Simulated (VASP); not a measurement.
# LiF (Griceite): accuracy against cost in the SCF solver and SCF threshold, part 3 of 3

Aim: find what the SCF solver and SCF threshold change for LiF (Griceite), and what they cost. The series runs use LDA. The atoms of the start are displaced at random from the sites of a Fm-3m cell.

VASP 6.6.1; LDA; plane waves and PAW (Li_sv, F).

So far. Step 12 (SCF threshold: EDIFF = 0.001): Against the run before the energy moves by -0.01 meV an atom and the pressure by -2.31 GPa, after 9 cycles in 24 s. Step 13 (SCF threshold: EDIFF = 1E-04): Against the run before the energy moves by -0.01 meV an atom and the pressure by +0.48 GPa, after 10 cycles in 24 s.

### 14. SCF threshold: EDIFF = 1E-05 (continued)

From OUTCAR (step 14):

```text
  Total       -0.6815783     -0.6756591     -0.6740910      0.0005385      0.0007913     -0.0006005
  in kB      -66.8371482    -66.2567055    -66.1029341      0.0528026      0.0776003     -0.0588882
  external PRESSURE =     -66.3989293 kB  Pullay stress =       0.0000000 kB

 POSITION                                       TOTAL-FORCE (eV/Angst)
 -----------------------------------------------------------------------------------
      2.01415      0.07028      2.00302         0.027501     -0.039684      0.041974
      2.03403      2.05584      2.03318        -0.027501      0.039684     -0.041974
 -----------------------------------------------------------------------------------
    total drift:                                0.000041     -0.000410     -0.000008

  FREE ENERGIE OF THE ION-ELECTRON SYSTEM (eV)
  ---------------------------------------------------
  free  energy   TOTEN  =       -10.5067339161 eV

  energy  without entropy=      -10.5067339161  energy(sigma->0) =      -10.50673392

[... 2 parts as in an earlier step ...]

[... 1 further part left out ...]
[key lines of the parts left out:]
E-fermi :  -0.1608
```

Against the run before the energy stays within 0.01 meV an atom; the pressure moves by +0.08 GPa, after 11 cycles in 27 s.

### 15. SCF threshold: EDIFF = 1E-06

The input, INCAR:

```
SYSTEM = LiF
PREC = Accurate
ENCUT = 650
EDIFF = 1E-06
NELM = 100
ISMEAR = -1
SIGMA = 0.05
LREAL = .FALSE.
ALGO = Normal
GGA = CA
NBANDS = 11
LORBIT = 11
LWAVE = .FALSE.
LCHARG = .FALSE.
KPAR = 2
ISIF = 2
```

The input, POSCAR:

```
LiF
1.0
    0.0000000000      2.0140000000      2.0140000000
    2.0140000000      0.0000000000      2.0140000000
    2.0140000000      2.0140000000      0.0000000000
Li F
1 1
Direct
    0.0146860000     -0.0201360000      0.0202120000
    0.5101770000      0.4993470000      0.5105960000
```

The input, KPOINTS:

```
Automatic mesh
0
Gamma
10 10 10
0 0 0
```

PAW data sets: Li_sv and F (PBE family, release 64).

Started as:

```sh
mpirun -np 2 vasp_std
```

The program printed:

```text
[... set-up lines as in an earlier step ...]
 entering main loop
       N       E                     dE             d eps       ncg     rms          rms(c)
[... 11 cycles as in an earlier step ...]
   1 F= -.10506734E+02 E0= -.10506734E+02  d E =-.107755E-11
```

Elapsed: 28 s, on 2 MPI ranks of Intel Xeon Platinum 8259CL at 2.50GHz (Skylake/Cascade Lake), shared host; peak memory 0.4 GiB.

From OUTCAR (step 15):

```text
[... 6 parts as in an earlier step ...]

[... 1 further part left out ...]
[key lines of the parts left out:]
E-fermi :  -0.1608
```

Against the run before the energy stays within 0.01 meV an atom; the pressure moves by +0.01 GPa, after 11 cycles in 28 s.

### 16. SCF threshold: EDIFF = 1E-08

INCAR: that of step 15 with these lines changed.

```diff
@@ -3,3 +3,3 @@
 ENCUT = 650
-EDIFF = 1E-06
+EDIFF = 1E-08
 NELM = 100
```

POSCAR is that of step 15.

KPOINTS is that of step 15.

Started as:

```sh
mpirun -np 2 vasp_std
```

The program printed:

```text
[... set-up lines as in an earlier step ...]
 entering main loop
       N       E                     dE             d eps       ncg     rms          rms(c)
[... 10 cycles as in an earlier step ...]
DAV:  11    -0.105067339496E+02    0.83382E-06   -0.26100E-06 14730   0.179E-02    0.179E-03
DAV:  12    -0.105067339515E+02   -0.18772E-08   -0.48442E-07 13425   0.615E-03    0.594E-04
DAV:  13    -0.105067339450E+02    0.65090E-08   -0.32452E-08 12904   0.170E-03
   1 F= -.10506734E+02 E0= -.10506734E+02  d E =-.121717E-11
```

The job ended after 32 s (2 MPI ranks; peak memory 0.41 GiB; 63 s of CPU time).

OUTCAR, selected parts (step 16):

```text
  Total       -0.6848012     -0.6788866     -0.6773190      0.0005356      0.0007806     -0.0005975
  in kB      -67.1531989    -66.5731996    -66.4194750      0.0525229      0.0765429     -0.0585911
  external PRESSURE =     -66.7152912 kB  Pullay stress =       0.0000000 kB

 POSITION                                       TOTAL-FORCE (eV/Angst)
 -----------------------------------------------------------------------------------
      2.01415      0.07028      2.00302         0.027440     -0.039587      0.041869
      2.03403      2.05584      2.03318        -0.027440      0.039587     -0.041869
 -----------------------------------------------------------------------------------
    total drift:                               -0.000072     -0.000232     -0.000198

  FREE ENERGIE OF THE ION-ELECTRON SYSTEM (eV)
  ---------------------------------------------------
  free  energy   TOTEN  =       -10.5067339450 eV

  energy  without entropy=      -10.5067339450  energy(sigma->0) =      -10.50673394

[... 2 parts as in an earlier step ...]

[... 1 further part left out ...]
[key lines of the parts left out:]
E-fermi :  -0.1670
```

Against the run before the energy stays within 0.01 meV an atom; the pressure moves by -0.04 GPa, after 13 cycles in 32 s.

### 17. The SCF threshold series as a table

This step: convergence of LDA results with the threshold; plane waves and PAW (VASP 6.6.1).

This step runs nothing: it gathers the runs above.

Differences are taken from the run with EDIFF = 1E-08. Results of the series, by row:

| setting | status | energy less the reference (meV/atom) | pressure (GPa) | largest force difference (meV/Å) | gap (eV) | SCF cycles | wall time (s) |
| --- | --- | --- | --- | --- | --- | --- | --- |
| EDIFF = 0.01 | converged | 0.01851 | -4.884 | 8.556 | 8.845 | 8 | 19.6 |
| EDIFF = 0.001 | converged | 0.005915 | -7.198 | 0.148 | 8.832 | 9 | 24 |
| EDIFF = 1E-04 | converged | -8.50e-5 | -6.715 | 0.04 | 8.839 | 10 | 24 |
| EDIFF = 1E-05 | converged | 1.00e-5 | -6.64 | 0.105 | 8.838 | 11 | 27 |
| EDIFF = 1E-06 | converged | 0 | -6.633 | 0.167 | 8.838 | 11 | 28 |
| EDIFF = 1E-08 | converged | 0 | -6.672 | 0 | 8.838 | 13 | 32 |

### 18. Summary of results

| Quantity | Value |
| --- | --- |
| fewest SCF cycles | ALGO = Normal; AMIX = 0.8 (11) |
| most SCF cycles among converged runs | IMIX = 1, AMIX = 0.2 (25) |
| spread of the pressure over the SCF solver | 0.185 GPa |
| spread of the energy over the SCF solver | 8.0e-4 meV/atom |
| SCF threshold from which the energy stays within 10 meV/atom of the reference | EDIFF = 0.01 |
| SCF threshold from which the energy stays within 1 meV/atom of the reference | EDIFF = 0.01 |
| SCF threshold from which the pressure stays within 0.2 GPa of the reference | EDIFF = 1E-04 |
| spread of the pressure over the SCF threshold | 2.31 GPa |
| spread of the energy over the SCF threshold | 0.0186 meV/atom |

In words: All SCF solvers that converged agree within 0.05 meV an atom. No setting beats the 26 s of ALGO = Normal by a fifth or more; the slowest converged run is ALGO = VeryFast, at 63 s. On a shared host such times are rough. Yet the pressure of ALGO = Damped is -0.18 GPa off: EDIFF tests the energy, which is second order in the error of the density, while the stress is first order. From EDIFF = 0.01 on, the energy stays within 1 meV an atom of the reference, at 61 % of its time. The pressure holds within 0.2 GPa from EDIFF = 1E-04 on. The loosest stop saves 5 of 13 cycles and costs +0.0 meV an atom, +1.79 GPa, 8.6 meV/Å in forces.

[Lines on the potential files, build, host, timing and source positions are cut from VASP's logs without a mark.]

[Logs are printed without paths, hosts, clocks, repeated set-up lines and the standing remarks that a program may print on its own settings, such as how far it seeks lower states.]

[Hosts, paths, dates, database ids (printed as entryN), source tags and the programs' standing remarks are cut or masked in the printed files.]

[A measured line is paired with the nearest computed mode of its activity, which favours agreement.]
